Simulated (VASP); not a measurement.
Wanted: the native input for a VASP 6.6.1 run.

| Property | Result |
| --- | --- |
| Task | single point |
| Functional | PBE |
| Potentials or basis | VASP PAW PBE potentials, release 64 (In_d, As) |
| Cutoff | 520 eV |
| k mesh | 6 × 6 × 6 |
| Occupations | gaussian, width 0.05 eV |
| Spin | no spin polarisation |
| Dipole correction | no |
| Further INCAR settings | ALGO = Normal; EDIFF = 1e-06; NBANDS = 16 |

The structure of InAs lies in POSCAR:

```
InAs
1.0
    0.0000000000      3.0180000000      3.0180000000
    3.0180000000      0.0000000000      3.0180000000
    3.0180000000      3.0180000000      0.0000000000
In As
1 1
Direct
    0.0000000000      0.0000000000      0.0000000000
    0.2500000000      0.2500000000      0.2500000000
```

These files were run (other wordings do the same):

INCAR

```
ALGO = Normal
EDIFF = 1E-6
ENCUT = 520
GGA = PE
ISIF = 2
ISMEAR = 0
LASPH = T
LCHARG = T
LELF = T
LREAL = F
LVHAR = T
LWAVE = F
NBANDS = 16
NELM = 100
PREC = Accurate
SIGMA = 0.05
```

KPOINTS

```
k-points
0
Gamma
  6 6 6
```

Potentials or basis: VASP PAW PBE potentials, release 64 (In_d, As).

The run is started by

```sh
$ cat potpaw_PBE.64/In_d/POTCAR potpaw_PBE.64/As/POTCAR > POTCAR
$ mpirun -np 1 vasp_std > vasp.out
```

Results of the run:

The pressure is 4.4 GPa and the band gap on the k mesh is none (metal or under the smearing width).

Caveat: this crystal is a semiconductor, whose small gap the functional closes, so the metal is an error of the method.

Wall time 8.1 s on 1 thread of Intel(R) Xeon(R) Platinum 8559C (Emerald Rapids), with other jobs on the host, peak memory 0.18 GiB.
